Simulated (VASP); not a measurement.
A run of VASP 6.6.1 is set up as follows.

INCAR

```
  PREC = Accurate
  ENCUT = 600
  EDIFF = 1E-6
  ISMEAR = 0
  SIGMA = 0.1
  LREAL = False
  LASPH = True
  NELM = 60
  ALGO = Fast
  ISIF = 3
  LWAVE = False
  LCHARG = False
  GGA = PE
  IBRION = 2
  NSW = 90
  EDIFFG = -0.04
```

Contents of KPOINTS:

```
Automatic mesh
0
Gamma
  4 4 4
```

POSCAR

```
GeOs3
1.0
    3.9722982000      0.0000000000      0.0000000000
    0.0000000000      3.9722982000      0.0000000000
    0.0000000000      0.0000000000      3.9722982000
Ge Os
1 3
Direct
    0.0000000000      0.0000000000      0.0000000000
    0.5000000000      0.0000000000      0.5000000000
    0.0000000000      0.5000000000      0.5000000000
    0.5000000000      0.5000000000      0.0000000000
```

Potentials or basis: VASP PAW PBE potentials, release 64 (Ge_d, Os).

Launch:

```sh
$ cat potpaw_PBE.64/Ge_d/POTCAR potpaw_PBE.64/Os/POTCAR > POTCAR
$ mpirun -np 1 vasp_std > vasp.out
```

Problem. Estimate the band gap on the k mesh.

Solution. None (metal or under the smearing width).

Problem. Predict the relaxed cell.

Solution. a = 3.884 Å, b = 3.884 Å, c = 3.884 Å, α = 90.00°, β = 90.00°, γ = 90.00°.

Problem. Estimate the space group after relaxing (to 0.05 Å).

Solution. Pm-3m (No. 221).

Final structure:
```
CELL_PARAMETERS angstrom
3.88450 0.00000 0.00000
0.00000 3.88450 0.00000
0.00000 0.00000 3.88450
ATOMIC_POSITIONS crystal
Ge 0.00000 0.00000 0.00000
Os 0.50000 0.00000 0.50000
Os 0.00000 0.50000 0.50000
Os 0.50000 0.50000 0.00000
```

Caveat: the k mesh is coarse (spacing up to 0.40 Å⁻¹), so the values aren't converged. Spin-orbit coupling is left out, which matters for the levels of Os.
